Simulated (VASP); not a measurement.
All values below come from RPBE GGA, VASP's PBE PAW potentials (set 64) (plane waves; VASP 6.6.1).

VASP input:

INCAR:
```
# general
SYSTEM = LiF
PREC   = Accurate
ENCUT  = 520   # plane-wave cut-off (eV)
LREAL  = .FALSE.   # projection in real space or not
LASPH  = .TRUE.

# electronic loop
EDIFF  = 1E-7   # SCF stop (eV)
NELM   = 100   # most electronic steps
ALGO   = Normal

# smearing
ISMEAR = -5

# functional
GGA    = RP   # RPBE

# ions
ISIF   = 2

# output
LWAVE  = .FALSE.
LCHARG = .TRUE.
LORBIT = 11   # lm-projected
NEDOS  = 601   # DOS grid
```

File POSCAR:
```
LiF
1
   -0.0000000000     2.0689308720     2.0689308720
    2.0689308720     0.0000000000     2.0689308720
    2.0689308720     2.0689308720    -0.0000000000
Li F
1 1
Direct
  0.0000000000   0.0000000000   0.0000000000
  0.5000000000   0.5000000000   0.5000000000
```

**KPOINTS**
```
Automatic mesh
0
Gamma
12 12 12
0 0 0
```

POTCAR, in this order: Li_sv F (PBE.64 set). Program: vasp_std.

**Question.** What will the output report for the number of irreducible k-points (NKPTS), largest plane-wave count, number of space-group operations, FFT grid (NGX, NGY, NGZ)?

**Answer.** 
```
Property                                      Result
--------------------------------------  ------------
number of irreducible k-points (NKPTS)            72
largest plane-wave count                         531
number of space-group operations                  48
FFT grid (NGX, NGY, NGZ)                24 × 24 × 24
```

The compound is LiF in the rock salt structure. It was relaxed first, which changed the volume by +8 %.
